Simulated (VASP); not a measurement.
## Bulk modulus of bcc metals: r2SCAN against PBE

VASP (plane waves, PAW); cells keep the symmetry of their structure type. Static lattice, from a third-order Birch-Murnaghan fit over five volumes at each level.

Here x stands for PBE B0 and y for r2SCAN B0.

```
solid  PBE B0 (GPa)  r2SCAN B0 (GPa)  cut-off (eV)
-----  ------------  ---------------  ------------
Cs              2.0              1.8           520
Rb              2.8              2.7           520
K               3.6              3.4           520
Ba              8.6              8.2           520
Nb            173.4            173.6           520
Ta            194.6            199.4           520
Mo            261.2            274.4           520
W             301.9                ?           520
```

Taking a straight line for y over the 7 complete rows: With u = x - 92, the rows have u = -90.00, -89.20, -88.40, -83.40, 81.40, 102.60, 169.20. Means: u 0.31429, y 94.79. About the means, the sum of products is 79422 and the sum of squares of u is 76607; the slope is their ratio. Least squares gives y = 94.46 + 1.03674·u. Residuals (row less fit): 0.65, 0.72, 0.59, 0.20, -5.25, -1.43, 4.52; standard error 3.21 (degrees of freedom: 5). The slope is 1.04 with a standard error of 0.012.

Question: Estimate the missing y (x = 301.9); what did the run itself give?

Answer: u = 209.90, so y = 94.46 + 1.03674 × 209.90 = 312.07 GPa. The calculation gives 311.5 GPa, 0.57 GPa below the prediction (0.2 % of the range of y in the table). The row lies outside the fitted rows, so this is an extrapolation. From the scatter of the fitted rows alone, a prediction at this place has a standard error of 4.20 GPa, so the miss is 0.1 times that.

The rows are a random draw from the solids of this series computed here; series whose standard error about the line passes 12 to 30 % of the range of y, or with no trend, aren't shown in this form.
